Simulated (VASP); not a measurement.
Data:

```yaml
crystal:
  lattice:
    - [1.67731, -2.90519, 0.00000]
    - [1.67731, 2.90519, 0.00000]
    - [0.00000, 0.00000, 10.99755]
  atoms:
    - { symbol: In, position: [0.66667, 0.33333, 0.26077] }
    - { symbol: In, position: [0.33333, 0.66667, 0.99059] }
    - { symbol: N, position: [0.66667, 0.33333, 0.45845] }
    - { symbol: N, position: [0.33333, 0.66667, 0.18545] }
    - { symbol: N, position: [0.66667, 0.33333, 0.91665] }
    - { symbol: N, position: [0.33333, 0.66667, 0.68863] }
    - { symbol: Ga, position: [0.66667, 0.33333, 0.74172] }
    - { symbol: Ga, position: [0.33333, 0.66667, 0.51174] }
```

The numbers are results of PBEsol GGA, VASP's PBE PAW potentials (set 64) (plane waves; VASP), not measurements. Settings: 520 eV cut-off, Gaussian smearing of 0.050 eV, potentials In_d N Ga_d.

Unless said otherwise, spin-orbit coupling is left out, though it shifts the bands of the heavy elements here.

Question: Give the energies of bands 27 to 40 at the high-symmetry points, in eV from the valence-band maximum.

Answer: 
```csv
band,Γ,M,K,A,L,H
27,-3.94,-5.78,-5.11,-2.15,-5.61,-5.19
28,-1.49,-4.97,-4.99,-1.80,-5.31,-5.12
29,-1.49,-4.10,-4.95,-1.48,-3.38,-5.01
30,-0.91,-2.96,-3.98,-1.48,-3.19,-4.45
31,-0.91,-2.33,-3.82,-0.96,-2.91,-3.14
32,-0.45,-2.08,-2.99,-0.96,-2.30,-2.82
33,-0.45,-2.02,-2.95,-0.38,-1.96,-2.49
34,-0.39,-1.98,-2.50,-0.38,-1.69,-2.37
35,0.00,-1.77,-1.64,-0.03,-1.47,-2.15
36,0.00,-0.95,-1.63,-0.03,-1.07,-2.06
37,0.21,3.23,4.39,1.37,3.08,4.72
38,2.58,3.39,5.14,1.83,3.37,5.41
39,2.88,4.24,5.22,2.83,3.92,5.42
40,3.25,4.41,6.04,3.49,4.65,5.52
```

The gap is direct, 0.21 eV, from the valence maximum at Γ to the conduction minimum at Γ.

The structure was generated: Ga2In2N4 was put into an ordered model structure (P3m1), which need not be its known phase. It was relaxed first.
